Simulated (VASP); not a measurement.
OSZICAR of a VASP run on AgB (relaxed from the CsCl structure, space group Pm-3m):

### OSZICAR
```
       N       E                     dE             d eps       ncg     rms          rms(c)
DAV:   1     0.460740521717E+02    0.46074E+02   -0.79621E+03  1864   0.139E+03
DAV:   2    -0.290802368718E+02   -0.75154E+02   -0.71334E+02  1974   0.255E+02
DAV:   3    -0.304757968872E+02   -0.13956E+01   -0.13825E+01  2106   0.368E+01
DAV:   4    -0.304818953668E+02   -0.60985E-02   -0.60980E-02  2078   0.261E+00
DAV:   5    -0.304819552516E+02   -0.59885E-04   -0.59883E-04  2154   0.261E-01    0.110E+01
DAV:   6    -0.257820597039E+02    0.46999E+01   -0.14645E+01  1884   0.483E+01    0.108E+01
DAV:   7    -0.258095586390E+02   -0.27499E-01   -0.96247E-01  1923   0.134E+01    0.515E+00
DAV:   8    -0.257996509346E+02    0.99077E-02   -0.15946E-01  1992   0.505E+00    0.822E-01
DAV:   9    -0.257933032718E+02    0.63477E-02   -0.36421E-02  1922   0.253E+00    0.192E-01
DAV:  10    -0.257992363856E+02   -0.59331E-02   -0.86968E-03  1925   0.116E+00    0.653E-02
DAV:  11    -0.257996232712E+02   -0.38689E-03   -0.86360E-04  2092   0.367E-01    0.582E-02
DAV:  12    -0.257995974239E+02    0.25847E-04   -0.60798E-05  2053   0.100E-01    0.398E-02
DAV:  13    -0.257996652006E+02   -0.67777E-04   -0.89407E-05  1939   0.123E-01    0.281E-03
DAV:  14    -0.257996638553E+02    0.13453E-05   -0.61892E-06  1929   0.328E-02    0.495E-03
DAV:  15    -0.257996676755E+02   -0.38202E-05   -0.17100E-06  2091   0.150E-02    0.258E-03
DAV:  16    -0.257996682708E+02   -0.59531E-06   -0.86493E-07  1979   0.108E-02    0.379E-04
DAV:  17    -0.257996682295E+02    0.41378E-07   -0.28800E-08   987   0.226E-03
   1 F= -.25799668E+02 E0= -.25800033E+02  d E =0.109517E-02
```

**Question.** Which electronic solver shows in the log?

**Answer.** It is blocked Davidson (ALGO = Normal, or the opening steps of other solvers). The INCAR had ALGO = Normal.

**Question.** Can the final energy be trusted as converged?

**Answer.** The calculation finished and met its thresholds. It stopped with EDIFF = 1E-7, NELM = 100 (r2SCAN meta-GGA, plane waves, VASP's PBE PAW potentials (set 64)).

The structure was generated: AgB was put into the CsCl type (Pm-3m), which need not be its known phase. It was relaxed first.
